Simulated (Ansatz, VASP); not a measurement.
# Ca2BeCl6: VASP beside Ansatz

```
Ca Be Cl
1.0
     0.00000    4.55788    4.55788
     4.55788    0.00000    4.55788
     4.55788    4.55788    0.00000
Ca Be Cl
2 1 6
Direct
  0.25000 0.25000 0.25000
  0.75000 0.75000 0.75000
  0.00000 0.00000 0.00000
  0.75636 0.24364 0.24364
  0.24364 0.75636 0.75636
  0.24364 0.75636 0.24364
  0.75636 0.24364 0.75636
  0.24364 0.24364 0.75636
  0.75636 0.75636 0.24364
```

Change from the starting cell: ordered vacancies on the cation sites of perovskite (Fm-3m, No. 225).

Alike in both runs: functional PBE; k mesh 4 × 4 × 4; occupations gaussian, width 0.1 eV; no spin polarisation.

Ansatz relaxed the structure, and its values are those at the end. VASP's run is a single point on that final structure, the one shown.

```csv
,VASP,Ansatz
version,VASP 6.6.1,Ansatz 0.2.0
potentials or method,"VASP PAW PBE potentials, release 64 (Ca_sv, Be, Cl)","scalar-relativistic, plane waves, PAW"
plane-wave cutoff (eV),520,420
valence electrons in the cell,64,64
```

|  | VASP | Ansatz | Ansatz less VASP |
| --- | --- | --- | --- |
| gap on the k mesh at the Fermi level (eV) | 3.62 | 3.61 | -0.006 |
| least direct gap on the mesh (eV) | 3.62 | 3.61 | -0.006 |
| pressure (GPa) | 0.3 | 0.3 | +0.05 |

The functional is the same, so the differences come from potentials, cutoffs and numerics.

A k mesh can miss the band edges.
